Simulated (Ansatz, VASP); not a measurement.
# In11Ga5O24 (partly crystallised 69In2O3-31Ga2O3 (mol %)) in two plane-wave programs

Aim: how closely do two programs agree when they are given the same cell, functional and k mesh? The structure shown is the start of the Ansatz relaxation below; VASP solves that cell, so the two are compared at the walk's first step.

Method: plane waves, with VASP 6.6.1 beside it; PBE, in Ansatz 0.2.0.

### Step 1. The starting structure

The cell holds 80 atoms: 22 In, 10 Ga and 48 O. Its edges and angles: a = 10.315 Å, b = 9.851 Å, c = 10.651 Å, α = 90.0°, β = 89.8°, γ = 90.2°. As first built, before any earlier steps moved the atoms or strained the cell (in the runner's words): 80 atoms (22 Sc, 10 Fe, 48 O) placed at random at 3.87 g/cm^3, melted at 5000 K for 10 ps at fixed volume with the Morse and Coulomb pair potential with partial charges (Pedone, Malavasi, Menziani, Cormack and Segre, J. Phys. Chem. B 110, 11780 (2006)). Quenched from 5000 K to 300 K at 20 K/ps and fixed volume, held 10 ps at zero pressure, then minimised at fixed cell. Then Sc was replaced by In, Fe was replaced by Ga and the cell scaled by 1.027 (the potential has no terms for the new elements, so the cell is a start for a DFT relaxation).

### Step 2. Ansatz: relaxation, PBE

Ansatz runs on its default PAW (the set named soft_2) files.

The two programs are compared at the cell with which this relaxation starts, whose forces are those of its first step.

input.yaml

```yaml
crystal:
  lattice:
    - [10.31478, -0.02061, 0.01601]
    - [-0.02061, 9.85147, -0.00227]
    - [0.01601, -0.00227, 10.65055]
  atoms:
    - { symbol: In, position: [0.77554, 0.65522, 0.02313] }
    - { symbol: In, position: [0.49644, 0.95401, 0.70884] }
    - { symbol: In, position: [0.78489, 0.46223, 0.26488] }
    - { symbol: In, position: [0.12147, 0.61504, 0.17678] }
    - { symbol: In, position: [0.76896, 0.11948, 0.22627] }
    - { symbol: In, position: [0.28162, 0.11441, 0.93701] }
    - { symbol: In, position: [0.77749, 0.45692, 0.74562] }
    - { symbol: In, position: [0.78542, 0.12226, 0.77289] }
    - { symbol: In, position: [0.66037, 0.80675, 0.42589] }
    - { symbol: In, position: [0.29499, 0.7886, 0.47131] }
    - { symbol: In, position: [0.02501, 0.29287, 0.04232] }
    - { symbol: In, position: [0.49538, 0.64287, 0.19114] }
    - { symbol: In, position: [0.29288, 0.96115, 0.20554] }
    - { symbol: In, position: [0.78097, 0.79619, 0.75681] }
    - { symbol: In, position: [0.50088, 0.29651, 0.71515] }
    - { symbol: In, position: [0.06458, 0.28337, 0.7482] }
    - { symbol: In, position: [0.2485, 0.13006, 0.48357] }
    - { symbol: In, position: [0.25278, 0.46281, 0.49321] }
    - { symbol: In, position: [0.97296, 0.94679, 0.35605] }
    - { symbol: In, position: [0.54366, 0.14366, 0.4414] }
    - { symbol: In, position: [0.01358, 0.94213, 0.01008] }
    - { symbol: In, position: [0.99106, 0.64039, 0.50645] }
    - { symbol: Ga, position: [0.94538, 0.29004, 0.47688] }
    - { symbol: Ga, position: [0.04689, 0.58288, 0.79346] }
    - { symbol: Ga, position: [0.31058, 0.46772, 0.94257] }
    - { symbol: Ga, position: [0.60236, 0.31294, 0.02387] }
    - { symbol: Ga, position: [0.28979, 0.77504, 0.939] }
    - { symbol: Ga, position: [0.54088, 0.46645, 0.44578] }
    - { symbol: Ga, position: [0.5827, 0.95006, 0.01847] }
    - { symbol: Ga, position: [0.08254, 0.93708, 0.70426] }
    - { symbol: Ga, position: [0.50026, 0.62448, 0.71346] }
    - { symbol: Ga, position: [0.33289, 0.32519, 0.20913] }
    - { symbol: O, position: [0.41025, 0.77488, 0.79457] }
    - { symbol: O, position: [0.1296, 0.7899, 0.60203] }
    - { symbol: O, position: [0.40085, 0.29618, 0.53236] }
    - { symbol: O, position: [0.16466, 0.81035, 0.10599] }
    - { symbol: O, position: [0.66005, 0.95704, 0.85494] }
    - { symbol: O, position: [0.60875, 0.47233, 0.61933] }
    - { symbol: O, position: [0.39616, 0.94071, 0.0232] }
    - { symbol: O, position: [0.63184, 0.60957, 0.34916] }
    - { symbol: O, position: [0.15654, 0.62853, 0.38144] }
    - { symbol: O, position: [0.12708, 0.29673, 0.44152] }
    - { symbol: O, position: [0.62389, 0.12842, 0.08247] }
    - { symbol: O, position: [0.4186, 0.472, 0.79996] }
    - { symbol: O, position: [0.35788, 0.62119, 0.04941] }
    - { symbol: O, position: [0.11833, 0.47618, 0.6525] }
    - { symbol: O, position: [0.19415, 0.31348, 0.90147] }
    - { symbol: O, position: [0.14212, 0.11033, 0.6551] }
    - { symbol: O, position: [0.3977, 0.98017, 0.52911] }
    - { symbol: O, position: [0.89352, 0.46422, 0.43311] }
    - { symbol: O, position: [0.41345, 0.12576, 0.79774] }
    - { symbol: O, position: [0.66895, 0.29891, 0.85542] }
    - { symbol: O, position: [0.64014, 0.32082, 0.36604] }
    - { symbol: O, position: [0.88036, 0.28361, 0.65019] }
    - { symbol: O, position: [0.64162, 0.99446, 0.33943] }
    - { symbol: O, position: [0.36108, 0.15721, 0.29398] }
    - { symbol: O, position: [0.91065, 0.77644, 0.91999] }
    - { symbol: O, position: [0.17285, 0.40742, 0.15032] }
    - { symbol: O, position: [0.89986, 0.95776, 0.69131] }
    - { symbol: O, position: [0.91471, 0.59649, 0.16196] }
    - { symbol: O, position: [0.61612, 0.78765, 0.62158] }
    - { symbol: O, position: [0.95616, 0.13988, 0.90107] }
    - { symbol: O, position: [0.39604, 0.46693, 0.31492] }
    - { symbol: O, position: [0.62187, 0.12762, 0.6327] }
    - { symbol: O, position: [0.67497, 0.62323, 0.83734] }
    - { symbol: O, position: [0.866, 0.78903, 0.43085] }
    - { symbol: O, position: [0.88696, 0.13444, 0.39851] }
    - { symbol: O, position: [0.15531, 0.10286, 0.0936] }
    - { symbol: O, position: [0.1722, 0.95619, 0.37589] }
    - { symbol: O, position: [0.64677, 0.48402, 0.10229] }
    - { symbol: O, position: [0.40234, 0.61037, 0.54474] }
    - { symbol: O, position: [0.89697, 0.96031, 0.17291] }
    - { symbol: O, position: [0.41472, 0.32072, 0.04436] }
    - { symbol: O, position: [0.40669, 0.80435, 0.30003] }
    - { symbol: O, position: [0.63225, 0.78962, 0.10079] }
    - { symbol: O, position: [0.17045, 0.92431, 0.86444] }
    - { symbol: O, position: [0.17937, 0.61654, 0.90157] }
    - { symbol: O, position: [0.9487, 0.4398, 0.8751] }
    - { symbol: O, position: [0.90322, 0.63078, 0.687] }
    - { symbol: O, position: [0.85548, 0.29606, 0.15191] }
kpoints:
  mp_grid: { grid: [1, 1, 1] }
hamiltonian:
  xc: pbe
scf:
  occupations: { method: gaussian, width: 0.025 }
output:
  forces: true
  eigenvalues: true
  stress: true
relax:
  f_tol: 0.05
  max_steps: 70
```

Command:

```
> ansatz run input.yaml --threads 4 --pin off --max-ram 8192MiB --backend cpu --events-out ev --progress --plain --runs-dir out
```

Numbers of over 12 decimals in the logs are rounded to 6 here.

Output:

```text
Warning: output.stress: scf.convergence.dr2_threshold = 1e-7 eV (the SCF's general default) is looser than the 8e-9 eV advised for a printed stress (1e-10 eV for each atom of the cell: 80). What an SCF threshold leaves in a stress goes as its square root, and in the free energy as the threshold itself, and one threshold admits the most on a small cell: [figures from the program's tests cut] Every solve of this run an [...]
Engine: ansatz 0.2.0, aarch64-unknown-linux-gnu
Pseudopotentials: kind: paw
Pseudopotential: In, paw, valence charge 13, recommended cutoff 420 eV (normal), In.paw.azcp
Pseudopotential: Ga, paw, valence charge 13, recommended cutoff 420 eV (normal), Ga.paw.azcp
Pseudopotential: O, paw, valence charge 6, recommended cutoff 420 eV (normal), O.paw.azcp
Functional definition: PBE
  parameter kappa = 0.804
  parameter beta = 0.066725
  exchange = pbe_x(kappa = kappa, mu = beta*pi^2/3)
  correlation = pbe_c(beta = beta)
Crystal: 80 atoms, lattice volume = 1082.256 Å³
Basis set: ecut = 420 eV, 21147 PW (Γ), exchange–correlation on 144×144×144 points (8 copies of the dense FFT grid, shifted against one another)
Bands: 432, of which v1, the nominal top of the filled ones, is band 352 counted from 1 (351 counted from 0)
Symmetry: 1 space group operations
Space group: P1 (ITA 1), of the structure as read, at distance tolerance 1.0e-4 Å
k-points: 1
Non-local potential: In, projectors of the file, l = 0: 2, l = 1: 2, l = 2: 2, l = 3: 2
Non-local potential: Ga, projectors of the file, l = 0: 2, l = 1: 2, l = 2: 3, l = 3: 1
Non-local potential: O, projectors of the file, l = 0: 2, l = 1: 2, l = 2: 1
PAW form: soft (Blöchl's): semilocal exchange-correlation on the pseudo side does not see the compensation charge
PAW one-centre angular grid: In, 590 points (default); XC on 64 Gauss nodes
PAW one-centre angular grid: Ga, 590 points (default); XC on 64 Gauss nodes
PAW one-centre angular grid: O, 110 points (default); XC on 64 Gauss nodes
Initial density: superposition of atomic densities (neutral atoms: chi_scale 0, normalization atom), corrected by the library's trained network
Initial wavefunctions: pseudopotential atomic-orbital guess
Functional: x = pbe(κ = 0.804, μ = 0.219515), c = pbe(β = 0.066725)
SCF iter   1: F=—  HF=-188223.489499 eV  |F-HF|=—  |Δ(HF+E_count)|=         —  Δρ=2.46e-3  dr2=9.47e-2  ethr=1.77e-3  ⟨swp⟩=6.0  Hψ=1594  notcnv=0
preconditioner: auto → Resta (q_TF=auto, 2.540 Å⁻¹)  ε∞=4.5  [insulator: Δε(μ)=0.834 eV  Ē_g=15.978 eV  σ=0.025 eV  W_gap=1.00  n_scr=294 (ndim 8)  ℏωp=29.9 eV  f_vac=0.058  D(μ)=0.00/eV (n_scr^D=0)  ε∞_Penn≈4.5]
SCF iter   2: F=—  HF=-188223.483222 eV  |F-HF|=—  |Δ(HF+E_count)|=   6.28e-3  Δρ=1.35e-3  dr2=1.86e-2  ethr=1.35e-5  ⟨swp⟩=2.0  Hψ=856  notcnv=0  defer=73
SCF iter   3: F=—  HF=-188223.483833 eV  |F-HF|=—  |Δ(HF+E_count)|=   6.11e-4  Δρ=5.82e-4  dr2=6.17e-3  ethr=2.64e-6  ⟨swp⟩=2.0  Hψ=683  notcnv=0  defer=73
SCF iter   4: F=—  HF=-188223.483390 eV  |F-HF|=—  |Δ(HF+E_count)|=   4.43e-4  Δρ=2.21e-4  dr2=5.28e-4  ethr=8.76e-7  ⟨swp⟩=2.0  Hψ=501  notcnv=0  defer=73
SCF iter   5: F=—  HF=-188223.483403 eV  |F-HF|=—  |Δ(HF+E_count)|=   1.27e-5  Δρ=1.15e-4  dr2=1.47e-4  ethr=7.50e-8  ⟨swp⟩=2.0  Hψ=685  notcnv=0  defer=73
SCF iter   6: F=-188223.483432 eV  HF=-188223.483432 eV  |F-HF|=4.75e-7  |Δ(HF+E_count)|=   2.90e-5  Δρ=4.10e-5  dr2=1.90e-5  ethr=8.88e-9  ⟨swp⟩=9.0  Hψ=2221  notcnv=0
SCF 1 converged in 6 iterations: F = -188223.483432 eV  dr2 = 1.90e-5
  greatest PAW one-centre occupation: 0.997 electrons in one spin orbital (limit 2), on the Ga atom at site 26 (counted from 0), in its partial waves of l = 2
relax step   1: F+E_penalty+E_count = -188223.48343227 eV  Δ(F+E_penalty+E_count) = +0.000e0 eV  max|allowed force component| = 2.256e-1 eV/Å  Δτ_max = 0.0000 Å  (6 SCF iters, dr2 threshold 6.25e-5 eV, accepted)
Initial density: handed on by an earlier stage of this run
Initial wavefunctions: those handed on with the density
iter 1 solved again at ethr=7.86e-6 eV; its pass at ethr=3.10e-3 eV (dr2=5.54e-2 eV) is discarded
[...]
--- Relaxed structure (6 steps of the walk, 6 accepted, 0 SCFs on fresh bases) ---
  F+E_penalty+E_count = -188223.59077853 eV   max|allowed force component| = 2.230e-2 eV/Å
  atoms:
    - { symbol: In, position: [0.771990, 0.657018, 0.026513] }
    - { symbol: In, position: [0.497606, 0.953612, 0.706877] }
    - { symbol: In, position: [0.783908, 0.459755, 0.265304] }
    - { symbol: In, position: [0.116364, 0.614327, 0.179949] }
    - { symbol: In, position: [0.771111, 0.116948, 0.224269] }
    - { symbol: In, position: [0.279021, 0.109325, 0.931525] }
    - { symbol: In, position: [0.778520, 0.457201, 0.747448] }
    - { symbol: In, position: [0.784911, 0.121969, 0.772907] }
    - { symbol: In, position: [0.665372, 0.809928, 0.428700] }
    - { symbol: In, position: [0.293465, 0.789313, 0.468973] }
    - { symbol: In, position: [0.026296, 0.291316, 0.041356] }
    - { symbol: In, position: [0.492543, 0.646756, 0.191156] }
    - { symbol: In, position: [0.289539, 0.962311, 0.203174] }
    - { symbol: In, position: [0.781865, 0.795335, 0.760503] }
    - { symbol: In, position: [0.500695, 0.295883, 0.715225] }
    - { symbol: In, position: [0.063833, 0.278935, 0.748776] }
    - { symbol: In, position: [0.249781, 0.129595, 0.484489] }
    - { symbol: In, position: [0.252820, 0.460837, 0.491791] }
    - { symbol: In, position: [0.973996, 0.951679, 0.360257] }
    - { symbol: In, position: [0.544448, 0.147946, 0.441712] }
    - { symbol: In, position: [0.014110, 0.939936, 0.011718] }
    - { symbol: In, position: [0.990208, 0.641089, 0.507438] }
    - { symbol: Ga, position: [0.945896, 0.291689, 0.477574] }
    - { symbol: Ga, position: [0.052343, 0.574470, 0.789775] }
    - { symbol: Ga, position: [0.311895, 0.465859, 0.942852] }
    - { symbol: Ga, position: [0.602172, 0.313310, 0.023554] }
    - { symbol: Ga, position: [0.290603, 0.771487, 0.937197] }
    - { symbol: Ga, position: [0.540667, 0.474152, 0.446550] }
    - { symbol: Ga, position: [0.580356, 0.951667, 0.016284] }
    - { symbol: Ga, position: [0.081983, 0.935371, 0.703812] }
    - { symbol: Ga, position: [0.497720, 0.622356, 0.712711] }
    - { symbol: Ga, position: [0.334428, 0.327424, 0.208625] }
    - { symbol: O, position: [0.411471, 0.773839, 0.792258] }
    - { symbol: O, position: [0.128825, 0.791911, 0.598532] }
    - { symbol: O, position: [0.399106, 0.293416, 0.534022] }
    - { symbol: O, position: [0.164126, 0.805981, 0.104684] }
    - { symbol: O, position: [0.658114, 0.958083, 0.853780] }
    - { symbol: O, position: [0.607216, 0.475220, 0.621414] }
    - { symbol: O, position: [0.394715, 0.941236, 0.021760] }
    - { symbol: O, position: [0.629462, 0.615592, 0.348748] }
    - { symbol: O, position: [0.154566, 0.626505, 0.383160] }
    - { symbol: O, position: [0.126925, 0.294790, 0.443760] }
    - { symbol: O, position: [0.626034, 0.128608, 0.081623] }
    - { symbol: O, position: [0.418622, 0.470374, 0.799751] }
    - { symbol: O, position: [0.362878, 0.621759, 0.043733] }
    - { symbol: O, position: [0.119713, 0.470828, 0.650911] }
    - { symbol: O, position: [0.195416, 0.310434, 0.901028] }
    - { symbol: O, position: [0.141799, 0.107520, 0.655391] }
    - { symbol: O, position: [0.397597, 0.979037, 0.528667] }
    - { symbol: O, position: [0.894463, 0.464801, 0.432384] }
    - { symbol: O, position: [0.414820, 0.124264, 0.797464] }
    - { symbol: O, position: [0.668506, 0.299391, 0.855335] }
    - { symbol: O, position: [0.637965, 0.327673, 0.370960] }
    - { symbol: O, position: [0.880477, 0.283838, 0.650513] }
    - { symbol: O, position: [0.643249, 0.997654, 0.342632] }
    - { symbol: O, position: [0.358963, 0.159374, 0.292424] }
[...]
- { symbol: O, position: [0.416517, 0.323812, 0.045478] }
    - { symbol: O, position: [0.398787, 0.804681, 0.296543] }
    - { symbol: O, position: [0.628334, 0.791898, 0.099677] }
    - { symbol: O, position: [0.168920, 0.920315, 0.863570] }
    - { symbol: O, position: [0.181564, 0.614061, 0.898144] }
    - { symbol: O, position: [0.952244, 0.436245, 0.872197] }
    - { symbol: O, position: [0.907667, 0.630997, 0.689897] }
    - { symbol: O, position: [0.858832, 0.294327, 0.154348] }
```

### Step 3. VASP: single point, PBE, start cell, pair 1

The same cell, functional, mesh and smearing now go to VASP, with its own data sets.

Lines of VASP's logs that name or quote its potential files are left out, and so is its time.

INCAR

```
SYSTEM = In11Ga5O24
PREC = Accurate
ENCUT = 520
EDIFF = 1E-06
NELM = 120
ISMEAR = 0
SIGMA = 0.025
LREAL = Auto
ALGO = Normal
GGA = PE
NBANDS = 408
LORBIT = 11
LWAVE = .FALSE.
LCHARG = .FALSE.
ISIF = 2
LASPH = .TRUE.
GGA_COMPAT = .FALSE.
EFERMI = MIDGAP
NCORE = 2
```

POSCAR

```
In11Ga5O24
1.0
   10.3147800000     -0.0206100000      0.0160100000
   -0.0206100000      9.8514700000     -0.0022700000
    0.0160100000     -0.0022700000     10.6505500000
In Ga O
22 10 48
Direct
    0.7755408885      0.6552155575      0.0231322260
    0.4964442992      0.9540140487      0.7088382796
    0.7848917720      0.4622333408      0.2648767578
    0.1214708957      0.6150356054      0.1767844273
    0.7689587153      0.1194808352      0.2262662672
    0.2816207949      0.1144124900      0.9370080388
    0.7774940105      0.4569182787      0.7456224820
    0.7854210961      0.1222601286      0.7728899389
    0.6603736223      0.8067503702      0.4258896246
    0.2949851957      0.7885979970      0.4713059330
    0.0250086266      0.2928711655      0.0423231128
    0.4953755181      0.6428729493      0.1911383318
    0.2928825006      0.9611461924      0.2055380007
    0.7809660455      0.7961871336      0.7568063695
    0.5008794635      0.2965086956      0.7151512358
    0.0645832156      0.2833718691      0.7481969736
    0.2485015301      0.1300637699      0.4835728423
    0.2527772857      0.4628070061      0.4932143042
    0.9729643182      0.9467887572      0.3560541054
    0.5436562057      0.1436645217      0.4413971281
    0.0135781908      0.9421337851      0.0100765929
    0.9910623527      0.6403892455      0.5064514767
    0.9453757608      0.2900447050      0.4768789345
    0.0468948413      0.5828843466      0.7934587755
    0.3105785277      0.4677211277      0.9425700424
    0.6023557819      0.3129348966      0.0238735695
    0.2897919585      0.7750421137      0.9389956177
    0.5408817917      0.4664541935      0.4457797328
    0.5826963772      0.9500563167      0.0184711267
    0.0825357311      0.9370783997      0.7042646409
    0.5002576937      0.6244783629      0.7134569051
    0.3328868024      0.3251936527      0.2091261646
    0.4102510316      0.7748751145      0.7945684352
    0.1296044421      0.7898961017      0.6020269467
    0.4008501455      0.2961761021      0.5323626206
    0.1646573632      0.8103495392      0.1059854495
    0.6600467441      0.9570393334      0.8549422453
    0.6087497001      0.4723307501      0.6193319695
    0.3961613032      0.9407141826      0.0232000111
    0.6318382997      0.6095653527      0.3491620604
    0.1565372491      0.6285348376      0.3814376359
    0.1270843243      0.2967294688      0.4415207624
    0.6238937239      0.1284220169      0.0824655045
    0.4185955231      0.4720050057      0.7999558461
    0.3578759333      0.6211852639      0.0494134572
    0.1183319120      0.4761847720      0.6525002414
    0.1941513420      0.3134809105      0.9014654866
    0.1421247722      0.1103303637      0.6550999744
    0.3977040856      0.9801682156      0.5291142466
    0.8935172251      0.4642249885      0.4331089549
    0.4134475117      0.1257611323      0.7977396644
    0.6689493477      0.2989126338      0.8554176688
    0.6401447070      0.3208175311      0.3660355136
    0.8803615590      0.2836145445      0.6501870060
    0.6416192683      0.9944601438      0.3394270812
    0.3610773427      0.1572058936      0.2939825651
    0.9106518389      0.7764381263      0.9199884493
    0.1728481257      0.4074217979      0.1503168896
    0.8998613104      0.9577571086      0.6913133434
    0.9147069200      0.5964916676      0.1619643660
    0.6161238569      0.7876498928      0.6215757705
    0.9561577491      0.1398828646      0.9010717239
    0.3960415588      0.4669330867      0.3149245168
    0.6218746976      0.1276208599      0.6327028637
    0.6749672751      0.6232279886      0.8373378372
    0.8659965591      0.7890321167      0.4308534769
    0.8869593568      0.1344352508      0.3985057062
    0.1553131969      0.1028591132      0.0935958167
    0.1721984533      0.9561925556      0.3758879738
    0.6467746180      0.4840153016      0.1022899149
    0.4023409579      0.6103686860      0.5447365684
    0.8969676212      0.9603114069      0.1729130848
    0.4147155594      0.3207184300      0.0443628202
    0.4066857651      0.8043533471      0.3000328474
    0.6322539604      0.7896242437      0.1007901058
    0.1704457347      0.9243062372      0.8644407415
    0.1793710360      0.6165418362      0.9015710756
    0.9487021370      0.4397962163      0.8751012498
    0.9032186209      0.6307764055      0.6870040826
    0.8554782251      0.2960549270      0.1519053794
```

KPOINTS

```
Automatic mesh
0
Gamma
1 1 1
0 0 0
```

PAW data sets: In_d, Ga_d and O (PBE family, release 64).

Command:

```
> mpirun -np 8 vasp_gam
```

Output:

```text
[banner, memory and clock lines left out]
running    8 mpi-ranks, on    1 nodes
[...]
LDA part: xc-table for (Slater+PW92), standard interpolation
 POSCAR, INCAR and KPOINTS ok, starting setup
[...]
entering main loop
       N       E                     dE             d eps       ncg     rms          rms(c)
DAV:   1     0.180789248000E+05    0.18079E+05   -0.28433E+05   816   0.302E+03
DAV:   2     0.487235740375E+04   -0.13207E+05   -0.12597E+05   816   0.938E+02
DAV:   3     0.389104451350E+03   -0.44833E+04   -0.42457E+04   976   0.401E+02
DAV:   4    -0.458274387976E+03   -0.84738E+03   -0.81912E+03  1096   0.178E+02
[...]
DAV:  19    -0.447070667964E+03   -0.19956E-05   -0.42494E-05  1248   0.285E-02    0.837E-03
DAV:  20    -0.447070668936E+03   -0.97198E-06   -0.19063E-05   816   0.135E-02    0.477E-03
DAV:  21    -0.447070668243E+03    0.69325E-06   -0.15583E-06   552   0.221E-02
   1 F= -.44707067E+03 E0= -.44707067E+03  d E =-.393691-113
```

OUTCAR, selected parts (step 3):

```text
  FREE ENERGIE OF THE ION-ELECTRON SYSTEM (eV)
  ---------------------------------------------------
  free  energy   TOTEN  =      -447.0706682427 eV

  energy  without entropy=     -447.0706682427  energy(sigma->0) =     -447.07066824
```

The run ends at a pressure of -3.78 GPa, with forces up to 0.20 eV/Å.

### Step 4. Side by side

Known differences besides the potentials themselves: the cutoff is 420 eV in Ansatz and 520 eV in VASP (PREC = Accurate, projectors in real space). Total energies have different zeros and are not compared.

Forces on 7 of the 80 atoms, those with the largest forces and the largest differences (eV/Å; atoms numbered as in POSCAR):

```
atom         Ansatz x, y, z           VASP x, y, z
Ga24   0.018, -0.212, 0.009   0.037, -0.158, 0.037
 O53   -0.122, 0.079, 0.117   -0.088, 0.061, 0.080
 O59   0.017, -0.066, 0.160   0.011, -0.055, 0.136
 O65   0.189, 0.020, -0.105   0.158, 0.016, -0.087
 O68  0.089, -0.074, -0.204  0.077, -0.063, -0.170
 O72    0.067, 0.118, 0.103    0.064, 0.095, 0.071
 O78   0.091, 0.081, -0.226   0.072, 0.051, -0.184
```

The forces differ by 15 meV/Å r.m.s., which is 28.9 % of the r.m.s. force of 0.051 eV/Å (both taken over all components).

(Part 1 of 3 ends here.)

[Lines on the potential files, build, host, timing and source positions are cut from VASP's logs without a mark.]

[Logs are printed without paths, hosts, clocks, repeated set-up lines and the standing remarks that a program may print on its own settings, such as how far it seeks lower states.]

[Hosts, paths, dates, database ids (printed as entryN), source tags and the programs' standing remarks are cut or masked in the printed files.]
